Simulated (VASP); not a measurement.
**Cu2GeS3 (space group Imm2): computed properties**

Method: LDA (Ceperley-Alder, Perdew-Zunger), VASP's LDA PAW potentials (set 64) (plane waves; VASP).

```yaml
space_group: Imm2 (44)
cell: a = 3.7008 Å, b = 10.9217 Å, c = 5.1635 Å, α = β = γ = 90.00°
volume_per_atom: 17.39 Å³/atom
band gap (over mesh and band path): none (metal, semimetal or under 0.01 eV)
density: 4.71 g/cm³
```

```cif
data_Cu2GeS3
_chemical_formula_sum 'Cu2 Ge1 S3'
_space_group_name_H-M_alt 'P 1'
_space_group_IT_number 1
_cell_length_a 6.31744
_cell_length_b 6.31744
_cell_length_c 6.31744
_cell_angle_alpha 145.936
_cell_angle_beta 60.370
_cell_angle_gamma 131.758
loop_
_space_group_symop_operation_xyz
  'x, y, z'
loop_
_atom_site_label
_atom_site_type_symbol
_atom_site_fract_x
_atom_site_fract_y
_atom_site_fract_z
_atom_site_occupancy
Cu1 Cu 0.42731 0.26074 0.16657 1
Cu2 Cu 0.09416 0.26074 0.83343 1
Ge1 Ge 0.73073 0.23073 0.50000 1
S1 S 0.32998 0.00000 0.32998 1
S2 S 0.67002 0.00000 0.67002 1
S3 S 0.00678 0.00678 0.00000 1
```

The structure comes from a computed database's Cu2GeS3 entry (Imm2); how it stands against other phases isn't given here. It was relaxed first. Symmetry was kept, so distortions that lower it aren't found.
